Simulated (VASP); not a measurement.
An input for Ansatz (written as the equivalent of a VASP run, and not itself run):

Ansatz 0.2 input:
```yaml
crystal:
  lattice:
    - [0.0000000, 3.2624686, 3.2624686]
    - [3.2624686, 0.0000000, 3.2624686]
    - [3.2624686, 3.2624686, 0.0000000]
  atoms:
    - { symbol: Ba, position: [1.0000000, 0.0000000, 1.0000000] }
    - { symbol: S, position: [0.5000000, 0.5000000, 0.5000000] }
kpoints:
  mp_grid: { grid: [7, 7, 7] }
hamiltonian:
  xc: pbe
  dispersion: d4
  pseudopotentials: { kind: paw }
scf:
  occupations: { method: gaussian, width: 0.05 }
  max_iter: 100
output: { forces: true, stress: true, eigenvalues: true }
```

### Question
Write the VASP files for the same calculation (PBE-D4).

### Answer
This is not unique; one that fits is 
### INCAR
```
# general
SYSTEM =BaS
PREC   =Accurate
ENCUT  =520
LREAL  =F
LASPH  =T

# electronic loop
EDIFF  =1E-7
NELM   =100
ALGO   =Normal
LMAXMIX=4

# smearing
ISMEAR =0
SIGMA  =0.05

# functional
GGA    =PE
IVDW   =13

# ions
ISIF   =2

# output
LWAVE  =F
LCHARG =F
```

### POSCAR
```
BaS
1
    0.0000000000     3.2624686106     3.2624686106
    3.2624686106     0.0000000000     3.2624686106
    3.2624686106     3.2624686106     0.0000000000
Ba S
1 1
Direct
  1.0000000000   0.0000000000   1.0000000000
  0.5000000000   0.5000000000   0.5000000000
```

**KPOINTS**
```
Automatic mesh
0
G
7 7 7
0 0 0
```

POTCAR, in this order: Ba_sv S (PBE.64 set). Program: vasp_std.

What does not carry over: each code has its own PAW files, so the cut-off isn't converted (ENCUT is set for VASP's; basis.ecutwfc is left out, and Ansatz then takes the one that its files recommend); Ansatz stops its SCF on the density residual and VASP on the energy change (EDIFF).

The compound is BaS in the rock salt structure. This cell is one point of a volume scan, at 1.06 of the reference volume.
